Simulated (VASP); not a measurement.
Consider the following.

```yaml
crystal:
  lattice:
    - [5.32965, 0.00000, 0.00000]
    - [0.00000, 3.45092, 0.00000]
    - [0.00000, 0.00000, 5.77073]
  atoms:
    - { symbol: Ni, position: [0.50554, 0.25000, 0.69073] }
    - { symbol: Ni, position: [0.49446, 0.75000, 0.30927] }
    - { symbol: Ni, position: [0.99446, 0.75000, 0.19073] }
    - { symbol: Ni, position: [0.00554, 0.25000, 0.80927] }
    - { symbol: Ge, position: [0.68966, 0.25000, 0.08698] }
    - { symbol: Ge, position: [0.31034, 0.75000, 0.91302] }
    - { symbol: Ge, position: [0.81034, 0.75000, 0.58698] }
    - { symbol: Ge, position: [0.18966, 0.25000, 0.41302] }
```

All values below come from LDA (Ceperley-Alder, Perdew-Zunger), VASP's LDA PAW potentials (set 64) (plane waves; VASP 6.6.1). Numerical set-up: 300 eV cut-off, 3×5×3 Γ-centred mesh shifted by (0.5, 0.5, 0.5), Fermi-Dirac smearing of 0.050 eV, potentials Ni Ge_d.

At this cut-off the stress carries a Pulay error, which pulls relaxed volumes low.

### Question
What does the run give for the energy per atom (σ→0), pressure, largest force, band gap (on the k-mesh) with the smallest direct gap where there is one?

### Answer

| Item | Value |
|---|---|
| band gap (on the k-mesh) | none (metal, semimetal or under 0.01 eV) |
| energy per atom (σ→0) | -6.281 eV/atom |
| pressure | -7.35 GPa |
| largest force | 0.104 eV/Å |

Total energies compare only between runs with the same potentials, cut-off and functional.

The structure comes from a computed database's NiGe entry; how it stands against other phases isn't given here. The cell was not relaxed at this level. The k-mesh is coarse (spacing up to 0.39 per Å, 2π included), so the numbers may not be converged in it. The run is not spin-polarised, so no magnetic state was tried.
